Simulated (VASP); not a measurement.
Given:

```
CELL_PARAMETERS angstrom
     -1.64192     1.64192     1.64192
      1.64192    -1.64192     1.64192
      1.64192     1.64192    -1.64192
ATOMIC_POSITIONS crystal
  Ta 0.00000 0.00000 0.00000
```

These are PBEsol GGA, VASP's PBE PAW potentials (set 64) (plane waves; VASP 6.6.1) values and carry that method's errors. Numerical set-up: 500 eV cut-off, 16×16×16 Γ-centred mesh, first-order Methfessel-Paxton smearing of 0.10 eV, potentials Ta_pv.

Energy and stress use the plane-wave basis of the starting cell.

### Question
The ions, cell shape and volume at an external pressure of 5.0 GPa are relaxed. Give the cell that the relaxation ends in.

### Answer

```
CELL_PARAMETERS angstrom
     -1.62891     1.62891     1.62891
      1.62891    -1.62891     1.62891
      1.62891     1.62891    -1.62891
ATOMIC_POSITIONS crystal
  Ta 0.00000 0.00000 0.00000
```
Space group Im-3m (229), at a tolerance of 0.03 Å.

### Question
How do energy and volume change from the first to the last step?

### Answer
The energy (σ→0) changes by +6.1 meV/atom and the volume by -2.4 %, in 3 ionic steps.

```
step  E(σ→0) (eV)  max force (eV/Å)  pressure (GPa)  volume (Å³)
----  -----------  ----------------  --------------  -----------
1        -12.5463             0.000           -0.15        17.71
2        -12.4659             0.000           19.63        16.29
3        -12.5402             0.000            4.88        17.29
```

The compound is Ta in the bcc structure. This run relaxes it under an external pressure of 5 GPa. Symmetry was kept, so distortions that lower it aren't found.
